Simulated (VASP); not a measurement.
Wanted: the native input for a VASP 6.6.1 run.

```
Task                   : relaxation of cell and atoms
Functional             : PBEsol
Potentials or basis    : VASP PAW PBE potentials, release 64 (Zr_sv, C)
Cutoff                 : 520 eV
k mesh                 : 16 × 16 × 16
Occupations            : gaussian, width 0.1 eV
Spin                   : no spin polarisation
Further INCAR settings : ALGO = Normal; EDIFF = 1e-07; IBRION = 2; EDIFFG = -0.002; NSW = 80; ISIF = 3
```

The structure of ZrC lies in POSCAR:

```
ZrC                                     
1.0
   -0.0000000000      2.3355442868      2.3355442868
    2.3355442868      0.0000000000      2.3355442868
    2.3355442868      2.3355442868     -0.0000000000
  Zr              C             
     1     1
Direct
     0.5000000000000000    0.5000000000000000    0.5000000000000000
     1.0000000000000000    1.0000000000000000    0.0000000000000000
```

These files were run (other wordings do the same):

INCAR

```
PREC = Accurate
ENCUT = 520
EDIFF = 1E-7
ISMEAR = 0
SIGMA = 0.1
LREAL = False
LASPH = True
NELM = 100
ALGO = Normal
ISIF = 3
LWAVE = False
LCHARG = False
GGA = PS
IBRION = 2
NSW = 80
EDIFFG = -0.002
```

KPOINTS

```
regular mesh
0
Gamma
  16 16 16
```

Potentials or basis: VASP PAW PBE potentials, release 64 (Zr_sv, C).

Launch:

```bash
$ cat potpaw_PBE.64/Zr_sv/POTCAR potpaw_PBE.64/C/POTCAR > POTCAR
$ mpirun -np 1 vasp_std > vasp.out
```

It gave:

- Relaxed volume: 12.74 Å³/atom
- Relaxed cell: a = 3.303 Å, b = 3.303 Å, c = 3.303 Å, α = 60.00°, β = 60.00°, γ = 60.00°
- Space group after relaxing (to 0.05 Å): Fm-3m (No. 225)
- Energy gained by relaxing: 0.0 meV/atom
- Ionic steps: 3
- Pressure after relaxing: 0.0 GPa
- Band gap on the k mesh: none (metal or under the smearing width)

Caveat: the PAW data sets were made with another functional, which shifts forces and pressure a little.

Run time: 78 s on 1 thread of Intel(R) Xeon(R) Platinum 8488C (Sapphire Rapids), on a shared host, peak memory 0.19 GiB.
